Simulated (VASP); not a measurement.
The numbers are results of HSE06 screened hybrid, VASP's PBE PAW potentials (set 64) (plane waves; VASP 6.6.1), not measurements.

The input files of a VASP run:

KPOINTS_OPT:
```
named points and PBE's band edges
7
Reciprocal
  0.000000   0.000000   0.000000 1 ! GAMMA
 -0.500000  -0.500000   0.000000 1 ! X
  0.000000   0.000000   0.500000 1 ! L
 -0.500000  -0.250000   0.250000 1 ! W
 -0.375000   0.000000   0.375000 1 ! K
 -0.375000  -0.375000   0.250000 1 ! U
 -0.035710  -0.035710   0.000000 1 ! near an edge
```

### KPOINTS
```
Automatic
0
gamma
  6 6 6
0 0 0
```

### INCAR
```
! general
SYSTEM  =CuI
PREC    =Accurate
ENCUT   =520   ! plane-wave cut-off (eV)
LREAL   =.FALSE.   ! projection in real space or not
LASPH   =.TRUE.   ! aspherical one-centre terms
ISYM    =3

! electronic loop
EDIFF   =1E-6
NELM    =60
ALGO    =Normal   ! blocked Davidson
LMAXMIX =4   ! l cut-off of mixed one-centre charges

! smearing
ISMEAR  =0   ! Gaussian
SIGMA   =0.05   ! width (eV)

! functional
GGA     =PE
LHFCALC =.TRUE.
AEXX    =0.25
HFSCREEN=0.2   ! 1/Angstrom
PRECFOCK=Fast

! ions
ISIF    =2   ! forces and stress, cell fixed

! output
LWAVE   =.FALSE.
LCHARG  =.FALSE.
```

POSCAR:
```
CuI
4.2997140
  0.0000000000   0.7071067165   0.7071067165
  0.7071067165   0.0000000000   0.7071067165
  0.7071067165   0.7071067165   0.0000000000
Cu I
1 1
Cart
  0.0000000000   0.7071067165   0.7071067165
  0.3535533582   0.3535533582   0.3535533582
```

POTCAR, in this order: Cu I (PBE.64 set). Program: vasp_std. Read from the step before: WAVECAR.

Output of the run:

OUTCAR:
```
 ion  position               nearest neighbor table
   1  0.000  0.000  0.000-   2 2.63   2 2.63   2 2.63   2 2.63
   2  0.250  0.250  0.250-   1 2.63   1 2.63   1 2.63   1 2.63
  LATTYP: Found a face centered cubic cell.
 ALAT       =     6.0807132968
 Subroutine PRICEL returns:
 Original cell was already a primitive cell.
 Subroutine GETGRP returns: Found 24 space group operations
The static configuration has the point symmetry T_d .
The dynamic configuration has the point symmetry T_d .
 Subroutine INISYM returns: Found 24 space group operations
 Subroutine IBZKPT returns following result:
 Found     16 irreducible k-points:

 Following reciprocal coordinates:
            Coordinates               Weight
  0.000000  0.000000  0.000000      1.000000
  0.166667  0.000000  0.000000      8.000000
  0.333333  0.000000  0.000000      8.000000
  0.500000  0.000000  0.000000      4.000000
  0.166667  0.166667  0.000000      6.000000
  0.333333  0.166667  0.000000     24.000000
  0.500000  0.166667  0.000000     24.000000
 -0.333333  0.166667  0.000000     24.000000
 -0.166667  0.166667  0.000000     12.000000
...
```

OSZICAR:
```
       N       E                     dE             d eps       ncg     rms          rms(c)
DAV:   1    -0.654175692861E+01   -0.65418E+01   -0.95427E-01   584   0.383E+01    0.294E+00
DAV:   2    -0.646720560779E+01    0.74551E-01   -0.65291E-01   496   0.333E+01    0.265E+00
DAV:   3    -0.647953148374E+01   -0.12326E-01   -0.42270E-02   441   0.201E+00    0.169E+00
DAV:   4    -0.647818622164E+01    0.13453E-02   -0.94534E-03   496   0.391E+00    0.102E+00
DAV:   5    -0.647823549391E+01   -0.49272E-04   -0.15444E-03   639   0.839E-01    0.719E-01
DAV:   6    -0.647820448485E+01    0.31009E-04   -0.14605E-04   511   0.403E-01    0.430E-01
DAV:   7    -0.647819303382E+01    0.11451E-04   -0.27392E-05   631   0.149E-01    0.239E-01
DAV:   8    -0.647819007145E+01    0.29624E-05   -0.33701E-06   476   0.280E-02    0.138E-01
DAV:   9    -0.647818938390E+01    0.68754E-06   -0.79533E-07   303   0.250E-02
   1 F= -.64781894E+01 E0= -.64781894E+01  d E =-.115088E-14
       N       E                     dE             ncg
```

File OUTCAR:
```
------------------------ aborting loop because EDIFF is reached ----------------------------------------
  FORCE on cell =-STRESS in cart. coord.  units (eV):
  Direction    XX          YY          ZZ          XY          YZ          ZX
  --------------------------------------------------------------------------------------
  Total        0.0040259      0.0040259      0.0040259      0.0000000      0.0000000      0.0000000
  in kB        0.1147555      0.1147555      0.1147555      0.0000000      0.0000000      0.0000000
  external PRESSURE =       0.1147555 kB  Pullay stress =       0.0000000 kB
  volume of cell :       56.21
      direct lattice vectors                 reciprocal lattice vectors
     0.000000000  3.040356648  3.040356648    -0.164454391  0.164454391  0.164454391
     3.040356648  0.000000000  3.040356648     0.164454391 -0.164454391  0.164454391
     3.040356648  3.040356648  0.000000000     0.164454391  0.164454391 -0.164454391
  FREE ENERGIE OF THE ION-ELECTRON SYSTEM (eV)
  ---------------------------------------------------
  free  energy   TOTEN  =        -6.4781893839 eV

  energy  without entropy=       -6.4781893839  energy(sigma->0) =       -6.47818938

  exchange ACFDT corr.  =         0.00000000  see jH, gK, PRB 81, 115126
```
(Selected blocks of OUTCAR.)

**OUTCAR**
```
 val. band max:        3.3649342888   @ k =   0.0000   0.0000   0.0000

 cond. band min:       5.9461789458   @ k =   0.0000   0.0000   0.0000


 Fermi energy:         3.6225836868

 k-point     1 :       0.0000    0.0000    0.0000
  band No.  band energies     occupation
      1     -11.3306      2.00000
      2      -0.5749      2.00000
      3      -0.5749      2.00000
      4      -0.5749      2.00000
      5       0.9211      2.00000
      6       0.9211      2.00000
      7       3.3649      2.00000
      8       3.3649      2.00000
      9       3.3649      2.00000
     10       5.9462      0.00000
     11       9.7008      0.00000
     12       9.7008      0.00000
     13       9.7008      0.00000

 k-point     2 :       0.1667    0.0000    0.0000
  band No.  band energies     occupation
      1     -11.1945      2.00000
      2      -0.9030      2.00000
      3      -0.5454      2.00000
      4      -0.5454      2.00000
      5       0.9129      2.00000
      6       0.9129      2.00000
      7       2.3337      2.00000
      8       3.1443      2.00000
      9       3.1443      2.00000
     10       6.8711      0.00000
     11       9.6678      0.00000
     12      10.0652      0.00000
     13      10.0652      0.00000

 k-point     3 :       0.3333    0.0000    0.0000
  band No.  band energies     occupation
      1     -10.8962      2.00000
      2      -1.6773      2.00000
      3      -0.4924      2.00000
      4      -0.4924      2.00000
      5       0.9217      2.00000
      6       0.9217      2.00000
      7       1.3120      2.00000
      8       2.7403      2.00000
      9       2.7403      2.00000
     10       7.0795      0.00000
     11      10.2991      0.00000
     12      10.2991      0.00000
     13      11.2426      0.00000

 k-point     4 :       0.5000    0.0000    0.0000
  band No.  band energies     occupation
      1     -10.7310      2.00000
      2      -2.1088      2.00000
      3      -0.4702      2.00000
...
```

Unless said otherwise, spin-orbit coupling is left out, though it shifts the bands of the heavy elements here.

The compound is CuI in the zinc blende structure. It was relaxed first.
